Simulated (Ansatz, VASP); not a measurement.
# MgO (Periclase): VASP beside Ansatz, part 2 of 2

One calculation is typed for both programs; each brings its own data sets. How far apart do they land? The cell is taken from a series of runs on this material, whose earlier steps may have relaxed, scaled, displaced or heated it; both programs get it as it stands.

VASP 6.6.1 and Ansatz 0.2.0.

So far: Set-up; VASP: zone-centre phonons, PBEsol.

**3. Ansatz: zone-centre phonons, PBEsol**

Level of this step: Ansatz beside VASP: Kohn-Sham DFT, plane waves, PBEsol (Ansatz).

Ansatz runs on its default PAW (the set named soft_2) files.

The same cell, functional and mesh now go to Ansatz, which takes its cutoff from its data sets.

input.yaml

```yaml
crystal:
  lattice:
    - [0.0, 2.1189902224, 2.1189902224]
    - [2.1189902224, 0.0, 2.1189902224]
    - [2.1189902224, 2.1189902224, 0.0]
  atoms:
    - { symbol: Mg, position: [0.0, 0.0, 0.0] }
    - { symbol: O, position: [0.5, 0.5, 0.5] }
kpoints:
  mp_grid: { grid: [12, 12, 12] }
hamiltonian:
  xc: pbesol
scf:
  occupations: { method: fixed }
output:
  eigenvalues: true
phonons:
  method: dfpt
  qmesh: [4, 4, 4]
  temperatures: { t_max: 1000, t_step: 50 }
  qpath:
    path:
      - [[0.0, 0.0, 0.0], [0.5, 0.0, 0.5], [0.625, 0.25, 0.625]]
      - [[0.375, 0.375, 0.75], [0.0, 0.0, 0.0], [0.5, 0.5, 0.5], [0.5, 0.25, 0.75], [0.5, 0.0, 0.5]]
    npoints: 10
```

Launch:

```bash
ansatz run input.yaml --threads 8 --pin off --max-ram 16384MiB --backend cpu --events-out ev --progress --plain --runs-dir out
```

Numbers of over 12 decimals in the logs are rounded to 6 here.

The program printed:

```text
Engine: ansatz 0.2.0, x86_64-unknown-linux-gnu
Pseudopotentials: kind: paw
Pseudopotential: Mg, paw, valence charge 10, recommended cutoff 420 eV (normal), Mg.paw.azcp
Pseudopotential: O, paw, valence charge 6, recommended cutoff 420 eV (normal), O.paw.azcp
Functional definition: PBEsol
  exchange = pbesol_x
  correlation = pbesol_c
Crystal: 2 atoms, lattice volume = 19.029 Å³
Basis set: ecut = 420 eV, 339 PW (Γ), exchange–correlation on 48×48×48 points (8 copies of the dense FFT grid, shifted against one another)
Bands: 12, of which v1, the nominal top of the filled ones, is band 8 counted from 1 (7 counted from 0)
Symmetry: 48 space group operations
k-points: 72 of 1728
Non-local potential: Mg, projectors of the file, l = 0: 3, l = 1: 2, l = 2: 1
Non-local potential: O, projectors of the file, l = 0: 2, l = 1: 2, l = 2: 1
PAW form: soft (Blöchl's): semilocal exchange-correlation on the pseudo side does not see the compensation charge
PAW frozen core: Mg, regenerated for the run's functional, and the local potential with it (the file was generated under x = pbe(κ = 0.804, μ = 0.219515), c = pbe(β = 0.066725))
PAW frozen core: O, regenerated for the run's functional, and the local potential with it (the file was generated under x = pbe(κ = 0.804, μ = 0.219515), c = pbe(β = 0.066725))
PAW one-centre angular grid: Mg, 110 points (default); XC on 64 Gauss nodes
PAW one-centre angular grid: O, 110 points (default); XC on 64 Gauss nodes
Initial density: superposition of atomic densities (neutral atoms: chi_scale 0, normalization atom), corrected by the library's trained network
Initial wavefunctions: pseudopotential atomic-orbital guess
Functional: x = pbesol(κ = 0.804, μ = 0.123457), c = pbesol(β = 0.046)
SCF iter   1: F=—  HF=-2475.878196 eV  |F-HF|=—  |Δ(HF+E_count)|=         —  Δρ=1.43e-2  dr2=3.10e-2  ethr=1.77e-3  ⟨swp⟩=4.6  Hψ=4492  notcnv=0  defer=126
preconditioner: auto → none  [insulator: Δε(μ)=4.334 eV  Ē_g=18.082 eV  n_scr=8 (ndim 8)  ℏωp=24.1 eV  f_vac=0.000  ε∞_Penn≈2.8]
SCF iter   2: F=—  HF=-2475.870646 eV  |F-HF|=—  |Δ(HF+E_count)|=   7.55e-3  Δρ=6.90e-3  dr2=6.01e-3  ethr=1.94e-4  ⟨swp⟩=2.1  Hψ=1774  notcnv=0  defer=142
SCF iter   3: F=—  HF=-2475.868769 eV  |F-HF|=—  |Δ(HF+E_count)|=   1.88e-3  Δρ=8.29e-4  dr2=6.89e-5  ethr=3.75e-5  ⟨swp⟩=2.0  Hψ=1222  notcnv=0  defer=142
SCF iter   4: F=—  HF=-2475.868750 eV  |F-HF|=—  |Δ(HF+E_count)|=   1.85e-5  Δρ=1.35e-4  dr2=1.48e-6  ethr=4.31e-7  ⟨swp⟩=2.1  Hψ=1204  notcnv=0  defer=104
SCF iter   5: F=—  HF=-2475.868750 eV  |F-HF|=—  |Δ(HF+E_count)|=   7.79e-7  Δρ=1.55e-5  dr2=1.64e-8  ethr=9.25e-9  ⟨swp⟩=2.0  Hψ=1130  notcnv=0  defer=3
SCF iter   6: F=—  HF=-2475.868750 eV  |F-HF|=—  |Δ(HF+E_count)|=   1.44e-9  Δρ=2.65e-6  dr2=3.33e-10  ethr=1.02e-10  ⟨swp⟩=2.2  Hψ=1266  notcnv=0  defer=3
SCF iter   7: F=—  HF=-2475.868750 eV  |F-HF|=—  |Δ(HF+E_count)|=  4.72e-10  Δρ=4.09e-7  dr2=1.46e-11  ethr=1.00e-12  ⟨swp⟩=7.9  Hψ=4670  notcnv=0
SCF iter   8: F=-2475.868750 eV  HF=-2475.868750 eV  |F-HF|=4.55e-13  |Δ(HF+E_count)|=  8.19e-12  Δρ=6.14e-8  dr2=2.38e-13  ethr=1.00e-12  ⟨swp⟩=5.0  Hψ=3188  notcnv=0
SCF 1 converged in 8 iterations: F = -2475.868750 eV  dr2 = 2.38e-13
  greatest PAW one-centre occupation: 1.000 electrons in one spin orbital (limit 2), on the Mg atom at site 0 (counted from 0), in its partial waves of l = 0
k-points: 163 of 1728 (irreducible under 8 space group operations, time reversal used)
Initial density: read from a saved state, or passed on in memory by an earlier SCF of this step, an earlier step, the calling program or the single point that the run made first
iter 1 solved again at ethr=3.84e-8 eV; its pass at ethr=3.10e-3 eV (dr2=6.14e-6 eV) is discarded
SCF iter   1: F=—  HF=-2475.868750 eV  |F-HF|=—  |Δ(HF+E_count)|=         —  Δρ=1.99e-7  dr2=3.57e-12  ethr=3.84e-8  ⟨swp⟩=3.7  Hψ=15909  notcnv=0  defer=320
eigensolver tolerance schedule: the retry pair's looser diagonalisation over-reported the residual by 1717151.86 of it (diagonalisation noise at an unbounded share of the residual, at the tolerance the schedule requests for it); recorded, not acted on — ethr = c·dr2/N_el stays at c = 1.0e-1
preconditioner: auto → none  [insulator: Δε(μ)=4.459 eV  Ē_g=18.189 eV  n_scr=8 (ndim 8)  ℏωp=24.1 eV  f_vac=0.000  ε∞_Penn≈2.8]
SCF iter   2: F=—  HF=-2475.868750 eV  |F-HF|=—  |Δ(HF+E_count)|=   2.69e-7  Δρ=2.73e-7  dr2=7.88e-12  ethr=1.00e-12  ⟨swp⟩=6.0  Hψ=8521  notcnv=0
SCF iter   3: F=-2475.868750 eV  HF=-2475.868750 eV  |F-HF|=2.73e-12  |Δ(HF+E_count)|=  3.18e-12  Δρ=1.33e-7  dr2=1.39e-12  ethr=1.00e-12  ⟨swp⟩=1.0  Hψ=4564  notcnv=0
SCF 2 converged in 3 iterations: F = -2475.868750 eV  dr2 = 1.39e-12
NSCF: frozen V_eff on 1 k-points
DFPT response loops at Γ: preconditioner auto → none (the input reference at scf.mixing.eps_inf says where Resta's filter doesn't serve); β = 0.50; Broyden in place of MSR1
NSCF: frozen V_eff on 72 k-points
NSCF: frozen V_eff on 163 k-points
DFPT response loops at q = (0, 0, 0) (fractional): mixed as the last ones told, above
NSCF: frozen V_eff on 1872 k-points
DFPT response loops at q = (0, 0, 0.25) (fractional): mixed as the last ones told, above
NSCF: frozen V_eff on 952 k-points
DFPT response loops at q = (0, 0, -0.5) (fractional): mixed as the last ones told, above
[...]
NSCF: frozen V_eff on 1020 k-points
DFPT response loops at q = (0.25, -0.5, -0.25) (fractional): mixed as the last ones told, above
SCF converged after 8 iterations
Free energy (F): -2475.868750 eV
Harris-Foulkes:  -2475.868750 eV  (|F-HF|=4.55e-13)
Internal energy: -2475.868750 eV  (E = F + TS)
E sigma→0 (E₀):  -2475.868750 eV
Fermi energy:    7.787635 eV
--- Per-component energies (eV) ---
  E_band       = -295.918671
  E_kinetic    = 254.451430
  E_local      = -1612.549751  (includes V_loc(G=0)·N_el)
  E_nonlocal   = 143.712687
  E_hartree    = 556.757266
  E_xc         = -103.734617
  E_vxc        = -133.654362  (∫ρ·V_xc dr)
  E_paw        = -433.121129  (= ΣΔE_a)
  E_vpaw       = -61.395682  (= ΣTr[D̂ρ^β])
  E_aug_tail   = 0.002457  (compensation charges beyond the density's cutoff)
  E_ewald      = -1281.481242
  E_core_change = 0.094150  (= ΣΔE_core)
  E_smearing   = -0.000000  (= −TS)
  E_closure    = -0.000000  (closes the sum)
  Σ components = -2475.868750   (vs F -2475.868750, Δ=0.00e0)
--- Band table (eV; the first three rows and the last of 72) ---
  k-point 0: bands = [... 4 lower, -9.3136, 7.7876, 7.7876, 7.7876, 12.2465, 23.3591, 23.3591, 23.3591]
  k-point 1: bands = [... 4 lower, -9.2385, 7.3097, 7.7409, 7.7409, 12.7088, 22.3799, 23.5237, 23.5237]
  k-point 2: bands = [... 4 lower, -9.0261, 6.2709, 7.6169, 7.6169, 13.6777, 20.9991, 23.9082, 23.9082]
  k-point 71: bands = [... 4 lower, -7.7314, 4.8628, 4.8628, 6.0305, 19.1717, 19.1717, 19.6443, 22.9494]
--- Phonons (Γ-DFPT): 2 representative perturbations + reference (Σ response iterations 7) ---
  ASR residual: 4.142e-5 → 0.000e0 eV/Å²; symmetrization residual: 1.410e-6 eV/Å²
  ASR residual per site (eV/Å²): 4.14e-5 2.49e-5
  Γ frequencies (cm⁻¹): 0.00 0.00 0.00 371.83 371.83 371.83
  Unit cell's response to a homogeneous field, on a k mesh of 12×12×12: 1 representative field direction (Σ response iterations 6)
  ε∞ (high-frequency dielectric tensor):
        3.266764    -0.000000     0.000000
       -0.000000     3.266764    -0.000000
        0.000000     0.000000     3.266764
  ε⁰ (static dielectric tensor): not given — the deck does not say what the cell's rigid motions are, and on a molecule in a box or a wire the rigid rotations would enter the sum over the modes at Γ. For a crystal or a slab, whose only rigid motions are the translations, set phonons.rigid_motions: translations.
  Born effective charges Z* (e; rows j = field, columns β = displacement):
    site 0:
         1.98758   -0.00000    0.00000
         0.00000    1.98758    0.00000
         0.00000    0.00000    1.98758
    site 1:
        -1.98758    0.00000   -0.00000
        -0.00000   -1.98758    0.00000
         0.00000   -0.00000   -1.98758
  Z* charge neutrality: 1.590e-5 e pre-enforcement
  k-mesh period / interband length: 36.0 Å / 1.51 Å = 23.81 at k = (0.0000, 0.0000, 0.0000), direct gap 4.459 eV — 14 or more, which is no proof of convergence
  optical modes at Γ without the LO–TO term, one row a degenerate level:
      ω (cm⁻¹)  modes    IR ((D/Å)²/amu)
        371.83      3            28.3396
  optical modes at Γ + LO–TO along q̂ = [1.0000, 0.0000, 0.0000]:
      ω (cm⁻¹)  modes    IR ((D/Å)²/amu)
        371.83      2            18.8931
        679.98      1             9.4465
  optical modes at Γ + LO–TO along q̂ = [0.0000, 1.0000, 0.0000]:
      ω (cm⁻¹)  modes    IR ((D/Å)²/amu)
        371.83      2            18.8931
        679.98      1             9.4465
  optical modes at Γ + LO–TO along q̂ = [0.0000, 0.0000, 1.0000]:
      ω (cm⁻¹)  modes    IR ((D/Å)²/amu)
        371.83      2            18.8931
        679.98      1             9.4465
--- Phonons (arbitrary-q DFPT): 8 irreducible q on the 4×4×4 mesh ---
  q = [0.0000, 0.0000, 0.0000] (star 1, of the zone-centre solve; hermiticity 5.75e-7, symmetrization 3.57e-12): -0.00 0.00 0.00 371.83 371.83 371.83
  q = [0.0000, 0.0000, 0.2500] (star 8, 2 solved perturbations on 936 of 1728 k-point pairs; hermiticity 8.57e-8, symmetrization 2.99e-13): 173.71 173.71 314.40 364.07 364.07 648.35
  q = [0.0000, 0.0000, -0.5000] (star 4, 2 solved perturbations on 476 of 1728 k-point pairs; hermiticity 3.22e-14, symmetrization 6.54e-13): 261.75 261.75 341.29 341.29 528.96 544.96
  q = [0.0000, 0.2500, 0.2500] (star 6, 4 solved perturbations in 1608 linear systems a pass and spin channel, the states on 510 of 1728 k-point pairs; hermiticity 2.28e-7, symmetrization 9.99e-14): 211.45 211.45 307.49 395.55 395.55 596.79
  q = [0.0000, 0.2500, -0.5000] (star 24, 4 solved perturbations in 5328 linear systems a pass and spin channel, the states on 1728 of 1728 k-point pairs; hermiticity 8.19e-8, symmetrization 1.24e-13): 269.50 313.98 386.74 414.83 430.34 532.47
  q = [0.0000, 0.2500, -0.2500] (star 12, 4 solved perturbations in 2892 linear systems a pass and spin channel, the states on 936 of 1728 k-point pairs; hermiticity 2.80e-7, symmetrization 1.84e-13): 250.49 309.51 351.38 394.52 433.66 564.26
  q = [0.0000, -0.5000, -0.5000] (star 3, 4 solved perturbations in 886 linear systems a pass and spin channel, the states on 280 of 1728 k-point pairs; hermiticity 2.01e-7, symmetrization 1.98e-13): 280.91 280.91 403.52 421.17 421.17 524.22
  q = [0.2500, -0.5000, -0.2500] (star 6, 4 solved perturbations in 1544 linear systems a pass and spin channel, the states on 510 of 1728 k-point pairs; hermiticity 1.96e-7, symmetrization 1.18e-13): 331.46 360.47 360.47 420.29 474.39 474.39
  sum rule: each row above includes the acoustic sum rule's correction from the zone centre's row sums; it moved no ω² by more than (0.68 cm⁻¹)²
  mesh force constants: q→R imaginary residual 1.77e-18; ASR residual 4.142e-5 → 0.000e0 eV/Å²; symmetrization residual 8.882e-15 eV/Å²
  interpolated dispersion: 63 rows × 6 modes
  density of states and harmonic sums: on the 28×28×28 q-mesh, interpolated from the force constants of a 4×4×4 supercell (with the dipole–dipole term)
  largest difference from the sums on the solved wave vectors: F 7.80e-3 eV, S 1.19e-5 and C_V 3.96e-6 eV/K
  zero-point energy: 0.140744 eV/cell   skipped modes (ω ≤ 0): 3   left out of the sums: 2.28e-5 of the cell's modes: C_V's classical limit lies that fraction below 3 k_B per atom; for a crystal, a wire or a layer, F and S can be off by more, and a phonons.interpolated_qmesh denser along its periods is the remedy for the sampling
```

In the SCF lines HF is the Harris–Foulkes energy and dr2 the Hartree energy of the density residual, in eV; the loop may stop once dr2 is under the threshold and the program's other checks hold. Hψ counts applications of the Hamiltonian.

**4. Differences**

Known differences besides the potentials themselves: fixed occupations in Ansatz, narrow Gaussian smearing in VASP; VASP's run holds the zone centre alone; the data sets hold 16 valence electrons in Ansatz (on its default PAW (the set named soft_2) files) and 8 in VASP; the cutoff is 420 eV in Ansatz and 600 eV in VASP; Ansatz makes its cores anew for this functional, VASP keeps those of its PBE data sets. Total energies have different zeros and are not compared.

Both answers:

```tsv
quantity	Ansatz	VASP	difference
ε∞ xx	3.27	3.19	+2.41 %
ε∞ yy	3.27	3.19	+2.41 %
ε∞ zz	3.27	3.19	+2.41 %
Born charge of Mg1 (mean of the diagonal) (e)	1.99	1.97	+0.01
Born charge of O2 (mean of the diagonal) (e)	-1.99	-1.97	-0.01
optical mode 1 to 3 (cm⁻¹)	371.8	374.0	-0.57 %
```

Modes are paired by rising frequency, not by their patterns, so a pair may set unlike modes beside each other; they are those without the splitting of longitudinal modes.

**5. What came out**

* r.m.s. difference of the optical zone-centre modes, each program's sorted by frequency (zone-centre phonons, PBEsol): 2.1 cm⁻¹
* difference in ε∞ xx (zone-centre phonons, PBEsol): +2.4 %

**Reading.** The r.m.s. difference of the optical zone-centre modes, each program's sorted by frequency is 2.1 cm⁻¹ (zone-centre phonons, PBEsol). The data sets hold unlike numbers of valence electrons (16 in Ansatz and 8 in VASP), so part of the differences comes from the potentials. Among the rows given in per cent, the largest difference of the zone-centre phonons, PBEsol pair is in ε∞ xx, +2.4 %. How closely two codes agree says nothing of how well the functional describes the real material.

[Lines on the potential files, build, host, timing and source positions are cut from VASP's logs without a mark.]

[Logs are printed without paths, hosts, clocks, repeated set-up lines and the standing remarks that a program may print on its own settings, such as how far it seeks lower states.]

[Hosts, paths, dates, database ids (printed as entryN), source tags and the programs' standing remarks are cut or masked in the printed files.]
